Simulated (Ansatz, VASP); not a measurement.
# WS2 (Tungstenite): VASP beside Ansatz, part 2 of 2

Aim: how closely do two programs agree when they are given the same cell, functional and k mesh? The cell is taken from a series of runs on this material, whose earlier steps may have relaxed, scaled, displaced or heated it; both programs get it as it stands.

VASP 6.6.1 and Ansatz 0.2.0.

So far: The starting structure; VASP: G0W0 gap, LDA.

**3. Ansatz: G0W0 gap, LDA**

Level of this step: Ansatz beside VASP: Kohn-Sham DFT, plane waves, LDA (Ansatz).

Ansatz runs on its PAW soft_1 files.

The same cell, functional (in two slightly different forms) and mesh now go to Ansatz, which takes its cutoff from its data sets.

input.yaml reads:

```yaml
crystal:
  lattice:
    - [3.18, 0.0, 0.0]
    - [-1.59, 2.753960784, 0.0]
    - [0.0, 0.0, 12.5]
  atoms:
    - { symbol: W, position: [0.3333333333, 0.6666666667, 0.25] }
    - { symbol: W, position: [0.6666666667, 0.3333333333, 0.75] }
    - { symbol: S, position: [0.3333333333, 0.6666666667, 0.625] }
    - { symbol: S, position: [0.6666666667, 0.3333333333, 0.125] }
    - { symbol: S, position: [0.3333333333, 0.6666666667, 0.875] }
    - { symbol: S, position: [0.6666666667, 0.3333333333, 0.375] }
kpoints:
  mp_grid: { grid: [3, 3, 1] }
hamiltonian:
  xc: lda
  pseudopotentials: { kind: paw, azcp: { folder: soft_1 }, xc_functional: pbe }
scf:
  occupations: { method: fixed }
gw:
  n_empty_bands: 456
  ecut_chi: 150.0
  qp_bands: [v14, c6]
  screening: { model: contour_deformation }
```

Run with:

```
$ ansatz run input.yaml --threads 3 --pin off --max-ram 92160MiB --backend cuda --events-out ev --progress --plain --runs-dir out --devices 1 --max-vram 13GiB
```

Numbers of over 12 decimals in the logs are rounded to 6 here.

The program printed:

```text
GPUs: using 1 of 1 available (devices: 1).
Engine: ansatz 0.2.0, x86_64-unknown-linux-gnu
Pseudopotentials: kind: paw
Pseudopotential: W, paw, valence charge 14, recommended cutoff 420 eV (normal), soft_1/W.paw.azcp
Pseudopotential: S, paw, valence charge 6, recommended cutoff 420 eV (normal), soft_1/S.paw.azcp
Functional definition: SPW92
  exchange = slater_x
  correlation = pw_c
device memory: the entry about to start is reckoned to put 1.6 GiB on a device that reports 49.2 GiB free (of which the cap on the GPU budget leaves the run 13.0 GiB)
GPU FFT provider: cuFFT
GPU libraries: cuBLAS 13.8.2, cuFFT 12.4.0, cuSOLVER 12.3.4
Crystal: 6 atoms, lattice volume = 109.470 Å³
Basis set: ecut = 420 eV, 2129 PW (Γ)
Bands: 32, of which v1, the nominal top of the filled ones, is band 26 counted from 1 (25 counted from 0)
Symmetry: 24 space group operations
Space group: P63/mmc (ITA 194), of the structure as read, at distance tolerance 4.8e-5 Å
k-points: 3 of 9
Non-local potential: W, projectors of the file, l = 0: 3, l = 1: 2, l = 2: 2, l = 3: 1
Non-local potential: S, projectors of the file, l = 0: 2, l = 1: 2, l = 2: 1
PAW form: soft (Blöchl's): semilocal exchange-correlation on the pseudo side does not see the compensation charge
PAW frozen core: W, regenerated for the run's functional, and the local potential with it (the file was generated under x = pbe(κ = 0.804, μ = 0.219515), c = pbe(β = 0.066725))
PAW frozen core: S, regenerated for the run's functional, and the local potential with it (the file was generated under x = pbe(κ = 0.804, μ = 0.219515), c = pbe(β = 0.066725))
PAW one-centre angular grid: W, 590 points (default); XC on 64 Gauss nodes
PAW one-centre angular grid: S, 110 points (default); XC on 64 Gauss nodes
Initial density: superposition of atomic densities (chi_scale 0.1, normalization cell, long waves kept (reshape's long-wave potential 0.03 eV rms))
Initial wavefunctions: pseudopotential atomic-orbital guess
GPU buffer pool allocated for 51840 grid points (all kernels)
GPU transforms: local potential and band sums: pruned to the plane-wave sphere, on 24×24×81
Functional: x = slater, c = lda
SCF iter   1: F=—  HF=-23745.867793 eV  |F-HF|=—  |Δ(HF+E_count)|=         —  Δρ=3.92e-2  dr2=3.46e0  ethr=3.10e-3  ⟨swp⟩=5.0  Hψ=441  notcnv=0  defer=5
preconditioner: auto → Resta (q_TF=auto, 2.410 Å⁻¹)  ε∞=7.4  [insulator: Δε(μ)=0.775 eV  Ē_g=8.429 eV  n_scr=26 (ndim 8)  ℏωp=21.3 eV  f_vac=0.004  ε∞_Penn≈7.4]
SCF iter   2: F=—  HF=-23745.146097 eV  |F-HF|=—  |Δ(HF+E_count)|=   7.22e-1  Δρ=2.23e-2  dr2=9.23e-1  ethr=3.10e-3  ⟨swp⟩=2.3  Hψ=143  notcnv=0  defer=9
SCF iter   3: F=—  HF=-23744.886275 eV  |F-HF|=—  |Δ(HF+E_count)|=   2.60e-1  Δρ=6.14e-3  dr2=1.00e-1  ethr=1.78e-3  ⟨swp⟩=2.7  Hψ=158  notcnv=0  defer=9
SCF iter   4: F=—  HF=-23744.871725 eV  |F-HF|=—  |Δ(HF+E_count)|=   1.45e-2  Δρ=2.72e-3  dr2=1.01e-2  ethr=1.92e-4  ⟨swp⟩=2.7  Hψ=151  notcnv=0  defer=10
SCF iter   5: F=—  HF=-23744.870218 eV  |F-HF|=—  |Δ(HF+E_count)|=   1.51e-3  Δρ=6.00e-4  dr2=1.77e-3  ethr=1.95e-5  ⟨swp⟩=2.3  Hψ=148  notcnv=0  defer=12
SCF iter   6: F=—  HF=-23744.870002 eV  |F-HF|=—  |Δ(HF+E_count)|=   2.16e-4  Δρ=1.88e-4  dr2=5.44e-5  ethr=3.40e-6  ⟨swp⟩=2.0  Hψ=131  notcnv=0  defer=12
SCF iter   7: F=—  HF=-23744.870009 eV  |F-HF|=—  |Δ(HF+E_count)|=   6.87e-6  Δρ=5.80e-5  dr2=5.18e-6  ethr=1.05e-7  ⟨swp⟩=2.0  Hψ=146  notcnv=0  defer=7
SCF iter   8: F=-23744.870009 eV  HF=-23744.870009 eV  |F-HF|=4.38e-8  |Δ(HF+E_count)|=   5.59e-7  Δρ=7.67e-6  dr2=6.68e-8  ethr=1.92e-10  ⟨swp⟩=8.7  Hψ=456  notcnv=0
SCF 1 converged in 8 iterations: F = -23744.870009 eV  dr2 = 6.68e-8
  greatest PAW one-centre occupation: 0.999 electrons in one spin orbital (limit 2), on the W atom at site 1 (counted from 0), in its partial waves of l = 0
device memory: the entry about to start is reckoned to put 2.2 GiB on a device that reports 49.1 GiB free (of which the cap on the GPU budget leaves the run 13.0 GiB)
NSCF: frozen V_eff on 3 k-points
the band table was solved once the SCF had ended and its energy, with any forces and stress, was formed, with the checks that follow a solve (406 applications of the Hamiltonian). They found nothing against the state; the energy, forces and stress were not computed again (output.eigenvalues in the input reference)
device memory: the entry about to start is reckoned to put 4.7 GiB on a device that reports 49.2 GiB free (of which the cap on the GPU budget leaves the run 13.0 GiB)
NSCF: frozen V_eff on 3 k-points
G₀W₀ screening: q 1/3
[... further progress lines ...]
device memory: the entry about to start is reckoned to put 0.5 GiB on a device that reports 49.1 GiB free (of which the cap on the GPU budget leaves the run 13.0 GiB)
NSCF: frozen V_eff on 1 k-points
device memory: the entry about to start is reckoned to put 0.5 GiB on a device that reports 49.1 GiB free (of which the cap on the GPU budget leaves the run 13.0 GiB)
NSCF: frozen V_eff on 1 k-points
device memory: the entry about to start is reckoned to put 0.5 GiB on a device that reports 49.1 GiB free (of which the cap on the GPU budget leaves the run 13.0 GiB)
NSCF: frozen V_eff on 1 k-points
device memory: the entry about to start is reckoned to put 0.5 GiB on a device that reports 49.1 GiB free (of which the cap on the GPU budget leaves the run 13.0 GiB)
NSCF: frozen V_eff on 1 k-points
SCF converged after 8 iterations
Free energy (F): -23744.870009 eV
Harris-Foulkes:  -23744.870009 eV  (|F-HF|=4.38e-8)
Internal energy: -23744.870009 eV  (E = F + TS)
E sigma→0 (E₀):  -23744.870009 eV
Fermi energy:    10.940445 eV
--- Per-component energies (eV) ---
  E_band       = -409.247165
  E_kinetic    = 1270.381765
  E_local      = -3569.285565  (includes V_loc(G=0)·N_el)
  E_nonlocal   = 103.698301
  E_hartree    = 1478.596657
  E_xc         = -885.264140
  E_vxc        = -795.824734  (∫ρ·V_xc dr)
  E_paw        = -18956.413509  (= ΣΔE_a)
  E_vpaw       = -375.414289  (= ΣTr[D̂ρ^β])
  E_aug_tail   = 0.000308  (compensation charges beyond the density's cutoff)
  E_ewald      = -3187.763116
  E_core_change = 1.179289  (= ΣΔE_core)
  E_smearing   = -0.000000  (= −TS)
  E_closure    = -0.000000  (closes the sum)
  Σ components = -23744.870009   (vs F -23744.870009, Δ=0.00e0)
--- Band table (eV) ---
  k-point 0: bands = [... 22 lower, 8.7037, 9.4119, 9.8021, 10.9404, 13.1881, 13.1881, 13.1949, 13.1949, ... 2 higher]
  k-point 1: bands = [... 22 lower, 8.7111, 8.7630, 8.9866, 9.2440, 12.5853, 12.8449, 12.9847, 13.3317, ... 2 higher]
  k-point 2: bands = [... 22 lower, 8.0747, 8.0747, 10.2515, 10.4299, 12.1211, 12.1211, 13.0208, 14.1751, ... 2 higher]
--- G₀W₀: contour deformation, 7 samples at zero and on the imaginary axis and 2 off it, 9 q-points, 456 empty bands' worth ---
  eigenvalues of the whole cell's RPA ε∞ on this k-mesh (on a slab, of 1 + 4πα/V) = 5.7251, 19.6084, 19.6084; static W/v taken at q = 0 is 0.046012
  bands read: the sum over 482 bands ends inside a degenerate multiplet in 1 slot, whose members it reads at an even weight; the widest, k=0: bands 482 to 483 (counted from 1) at 1/2 each
    ik  band        ε_KS         Σx   Σc(E_QP)       V_xc       Z   E_QP_lin       E_QP  E_QP is
     0    13      3.4664   -18.9637     4.6287   -14.1971  0.6596     3.3292     3.3285  root
     0    14      4.4222   -19.5713     4.0433   -15.3674  0.6485     4.2611     4.2616  root
     0    15      7.2288   -17.4996     2.9664   -14.1129  0.7066     6.8013     6.8085  root
     0    16      7.4681   -20.5055     2.5259   -17.8515  0.7023     7.3390     7.3399  root
     0    17      7.4681   -20.5055     2.5259   -17.8515  0.7023     7.3390     7.3399  root
     0    18      7.4799   -20.5054     2.5109   -17.8694  0.7017     7.3544     7.3547  root
     0    19      7.4799   -20.5054     2.5109   -17.8694  0.7017     7.3544     7.3547  root
     0    20      8.6602   -20.5484     1.8656   -18.4943  0.7335     8.4708     8.4717  root
     0    21      8.6602   -20.5484     1.8656   -18.4943  0.7335     8.4708     8.4717  root
     0    22      8.7037   -20.6057     1.8378   -18.5864  0.7340     8.5213     8.5222  root
     0    23      8.7037   -20.6057     1.8378   -18.5864  0.7340     8.5213     8.5222  root
     0    24      9.4119   -18.9412     2.2696   -16.2824  0.7378     9.0187     9.0228  root
     0    25      9.8021   -18.1796     0.9343   -17.1956  0.7348     9.7523     9.7524  root
     0    26     10.9404   -19.6645     0.6255   -19.0126  0.7353    10.9141    10.9141  root
     0    27     13.1881   -13.4970    -4.6631   -18.6228  0.7400    13.6568    13.6507  root
     0    28     13.1881   -13.4970    -4.6631   -18.6228  0.7400    13.6568    13.6507  root
     0    29     13.1949   -13.3794    -4.6561   -18.4919  0.7403    13.6571    13.6512  root
     0    30     13.1949   -13.3794    -4.6561   -18.4919  0.7403    13.6571    13.6512  root
     0    31     13.3052   -13.6611    -4.5057   -18.5274  0.7286    13.6698    13.6658  root
     0    32     13.3052   -13.6611    -4.5057   -18.5274  0.7286    13.6698    13.6658  root
     1    13      4.3471   -19.3714     4.0097   -15.1605  0.7047     4.1452     4.1458  root
     1    14      4.6545   -19.5609     3.8338   -15.5356  0.6928     4.4639     4.4631  root
     1    15      5.5048   -19.0745     3.5940   -15.1626  0.6888     5.1847     5.1869  root
     1    16      5.5599   -19.0389     3.4421   -15.3196  0.6886     5.2832     5.2827  root
[...]
2    25     10.2515   -19.2117     0.9624   -18.1989  0.7379    10.2011    10.2012  root
     2    26     10.4299   -19.7188     0.9192   -18.7619  0.7374    10.3923    10.3923  root
     2    27     12.1211   -14.9465    -4.7146   -20.1562  0.7302    12.6237    12.6161  root
     2    28     12.1211   -14.9465    -4.7146   -20.1562  0.7302    12.6237    12.6161  root
     2    29     13.0208   -11.1178    -4.5968   -16.1432  0.7534    13.4544    13.4494  root
     2    30     14.1751   -13.0702    -5.1316   -18.7184  0.7190    14.6896    14.6916  root
     2    31     14.2752   -14.3732    -5.1712   -19.9595  0.7067    14.6978    14.6903  root
     2    32     14.2752   -14.3732    -5.1712   -19.9595  0.7067    14.6978    14.6903  root
```

**4. Differences**

Known differences besides the potentials themselves: the two LDA forms differ slightly; fixed occupations in Ansatz, narrow Gaussian smearing in VASP; the cutoff is 420 eV in Ansatz and 340 eV in VASP; VASP's log shows a relativistic correction to its local exchange, Ansatz's none; Ansatz integrates over frequency by contour deformation, VASP on a grid of NOMEGA points; Ansatz's G0W0 levels solve the quasiparticle equation, VASP's are linearised. Total energies have different zeros and are not compared.

Compared:

```csv
quantity,Ansatz,VASP,difference
G0W0 gap on the mesh (eV),1.70,1.87,-0.17
Kohn-Sham gap under it (eV),1.18,1.18,0.00
```

VASP's log warns that its frequency grid doesn't suit quasiparticle energies on this mesh.

**5. Results**

| Item | Value |
| --- | --- |
| difference in G0W0 gap on the mesh (G0W0 gap, LDA) | -0.17 eV |

In words: The difference in G0W0 gap on the mesh is -0.17 eV (G0W0 gap, LDA). Part of the difference in the G0W0 gap can come from VASP's linearised levels. Such differences can come from data sets, numerical settings and the points named under the comparisons, not from the functional's error against experiment.

[Lines on the potential files, build, host, timing and source positions are cut from VASP's logs without a mark.]

[Logs are printed without paths, hosts, clocks, repeated set-up lines and the standing remarks that a program may print on its own settings, such as how far it seeks lower states.]

[Hosts, paths, dates, database ids (printed as entryN), source tags and the programs' standing remarks are cut or masked in the printed files.]
